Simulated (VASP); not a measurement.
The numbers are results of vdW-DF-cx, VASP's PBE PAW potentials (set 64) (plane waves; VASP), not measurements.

A VASP calculation is set up with these files.

POSCAR:
```
TiCo
1
    2.9363219569     0.0000000000     0.0000000000
    0.0000000000     2.9363219569     0.0000000000
    0.0000000000     0.0000000000     2.9363219569
Ti Co
1 1
Direct
  0.0000000000   0.0000000000   0.0000000000
  0.5000000000   0.5000000000   0.5000000000
```

### INCAR
```
AGGAC = 0.0
ALGO = Normal
EDIFF = 1E-7
ENCUT = 520
GGA = CX
ISIF = 2
ISMEAR = 1
LASPH = T
LCHARG = F
LMAXMIX = 4
LREAL = F
LUSE_VDW = T
LWAVE = F
NELM = 100
PREC = Accurate
SIGMA = 0.1
SYSTEM = TiCo
```

**KPOINTS**
```
Automatic mesh
0
Gamma
12 12 12
0 0 0
```

POTCAR, in this order: Ti_sv Co (PBE.64 set). Program: vasp_std.

What VASP printed:

File OSZICAR:
```
       N       E                     dE             d eps       ncg     rms          rms(c)
DAV:   1     0.155670253212E+03    0.15567E+03   -0.10383E+04  2352   0.189E+03
DAV:   2    -0.422835223299E+01   -0.15990E+03   -0.15736E+03  2424   0.412E+02
DAV:   3    -0.129183606239E+02   -0.86900E+01   -0.86099E+01  3704   0.106E+02
DAV:   4    -0.131587164739E+02   -0.24036E+00   -0.23847E+00  2906   0.146E+01
DAV:   5    -0.131687442527E+02   -0.10028E-01   -0.10027E-01  3416   0.269E+00    0.141E+01
DAV:   6    -0.114398758143E+02    0.17289E+01   -0.14601E+01  2668   0.588E+01    0.756E+00
DAV:   7    -0.132131862993E+02   -0.17733E+01   -0.27155E+01  3834   0.521E+01    0.210E+01
DAV:   8    -0.108141328453E+02    0.23991E+01   -0.14613E+01  3502   0.384E+01    0.165E+00
DAV:   9    -0.108406157718E+02   -0.26483E-01   -0.29428E-01  3346   0.553E+00    0.185E+00
DAV:  10    -0.108259370372E+02    0.14679E-01   -0.83417E-02  3484   0.370E+00    0.438E-01
DAV:  11    -0.108246000742E+02    0.13370E-02   -0.75100E-03  2986   0.107E+00    0.251E-01
DAV:  12    -0.108242250297E+02    0.37504E-03   -0.16780E-03  3712   0.386E-01    0.684E-02
DAV:  13    -0.108241746618E+02    0.50368E-04   -0.14184E-04  2802   0.118E-01    0.339E-02
DAV:  14    -0.108241675202E+02    0.71416E-05   -0.46791E-05  3394   0.634E-02    0.428E-03
DAV:  15    -0.108241676729E+02   -0.15269E-06   -0.15173E-06  2550   0.152E-02    0.112E-03
DAV:  16    -0.108241677371E+02   -0.64239E-07   -0.68283E-08  1632   0.299E-03
   1 F= -.10824168E+02 E0= -.10823660E+02  d E =-.152449E-02
```

### OUTCAR
```
------------------------ aborting loop because EDIFF is reached ----------------------------------------
  FORCE on cell =-STRESS in cart. coord.  units (eV):
  Direction    XX          YY          ZZ          XY          YZ          ZX
  --------------------------------------------------------------------------------------
  Total       -0.0461158     -0.0461158     -0.0461158     -0.0000000     -0.0000000      0.0000000
  in kB       -2.9184300     -2.9184300     -2.9184300     -0.0000000     -0.0000000      0.0000000
  external PRESSURE =      -2.9184300 kB  Pullay stress =       0.0000000 kB
  volume of cell :       25.32
      direct lattice vectors                 reciprocal lattice vectors
     2.936321957  0.000000000  0.000000000     0.340562110  0.000000000  0.000000000
     0.000000000  2.936321957  0.000000000     0.000000000  0.340562110  0.000000000
     0.000000000  0.000000000  2.936321957     0.000000000  0.000000000  0.340562110
 POSITION                                       TOTAL-FORCE (eV/Angst)
 -----------------------------------------------------------------------------------
      0.00000      0.00000      0.00000         0.000000      0.000000      0.000000
      1.46816      1.46816      1.46816         0.000000      0.000000      0.000000
 -----------------------------------------------------------------------------------
    total drift:                                0.000000      0.000000     -0.000000
  FREE ENERGIE OF THE ION-ELECTRON SYSTEM (eV)
  ---------------------------------------------------
  free  energy   TOTEN  =       -10.8241677371 eV

  energy  without entropy=      -10.8226432469  energy(sigma->0) =      -10.82365957
```
(Selected blocks of OUTCAR.)

The compound is TiCo in the CsCl type structure. It was relaxed first, which changed the volume by -5 %. The run is not spin-polarised, so no magnetic state was tried. The electron count is odd and the run is not spin-polarised, which forces a metal.
